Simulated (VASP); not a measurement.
Here is the system:

```yaml
crystal:
  lattice:
    - [3.53953, 0.00000, 0.00000]
    - [-1.76976, 3.06532, 0.00000]
    - [0.00000, 0.00000, 21.16738]
  atoms:
    - { symbol: Se, position: [0.66667, 0.33333, 0.42673] }
    - { symbol: Se, position: [0.33333, 0.66667, 0.57327] }
    - { symbol: Ti, position: [0.00000, 0.00000, 0.50000] }
```

All values below come from PBE GGA, VASP's PBE PAW potentials (set 64) (plane waves; VASP). Settings: PREC = Normal, 400 eV cut-off, 18×18×1 Γ-centred mesh, first-order Methfessel-Paxton smearing of 0.10 eV, potentials Se Ti_sv.

Question: Predict the energy per atom (σ→0), band gap (on the k-mesh) with the smallest direct gap where there is one.

Answer: 
```json
{
  "band gap (on the k-mesh)": "none (metal, semimetal or under 0.01 eV)",
  "energy per atom (σ→0)": "-6.064 eV/atom"
}
```

The absolute energy has meaning only against runs of the same code, potentials and settings.

The cell is a sheet with vacuum, built from TiSe2 (1T layered).
